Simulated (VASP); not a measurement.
An input for Ansatz (written as the equivalent of a VASP run, and not itself run):

Ansatz 0.2 input:
```yaml
crystal:
  lattice:
    - [0.0000000, 2.9213920, 2.9213920]
    - [2.9213920, 0.0000000, 2.9213920]
    - [2.9213920, 2.9213920, 0.0000000]
  atoms:
    - { symbol: Ru, position: [0.0000000, 0.0000000, 0.0000000] }
    - { symbol: P, position: [0.2500000, 0.2500000, 0.2500000] }
kpoints:
  mp_grid: { grid: [10, 10, 10] }
hamiltonian:
  xc: pbesol
  pseudopotentials: { kind: paw }
scf:
  occupations: { method: methfessel_paxton, width: 0.1 }
  max_iter: 100
relax:
  max_steps: 60
  f_tol: 0.01
  cell: {}
output: { forces: true, stress: true, eigenvalues: true }
```

Q: Translate this input to VASP (INCAR, KPOINTS, POSCAR, choice of POTCAR).

A: Several could match; the one computed here: 
INCAR:
```
# general
SYSTEM =RuP
PREC   =Accurate
ENCUT  =400
LREAL  =.FALSE.
LASPH  =.TRUE.

# electronic loop
EDIFF  =1E-6
NELM   =100
ALGO   =Normal
LMAXMIX=4

# smearing
ISMEAR =1
SIGMA  =0.1

# functional
GGA    =PS

# ions
IBRION =2
NSW    =60
ISIF   =3
EDIFFG =-0.01

# output
LWAVE  =.FALSE.
LCHARG =.FALSE.
```

### POSCAR
```
RuP
1
    0.0000000000     2.9213920000     2.9213920000
    2.9213920000     0.0000000000     2.9213920000
    2.9213920000     2.9213920000     0.0000000000
Ru P
1 1
Direct
  0.0000000000   0.0000000000   0.0000000000
  0.2500000000   0.2500000000   0.2500000000
```

**KPOINTS**
```
kpoints
0
gamma
  10 10 10
0 0 0
```

POTCAR, in this order: Ru_pv P (PBE.64 set). Program: vasp_std.

What does not carry over: each code has its own PAW files, so the cut-off isn't converted (ENCUT is set for VASP's; basis.ecutwfc is left out, and Ansatz then takes the one that its files recommend); Ansatz stops its SCF on the density residual and VASP on the energy change (EDIFF).

The structure was generated: RuP was put into the zinc blende type (F-43m), which need not be its known phase. This run relaxes it. Symmetry was kept, so distortions that lower it aren't found.
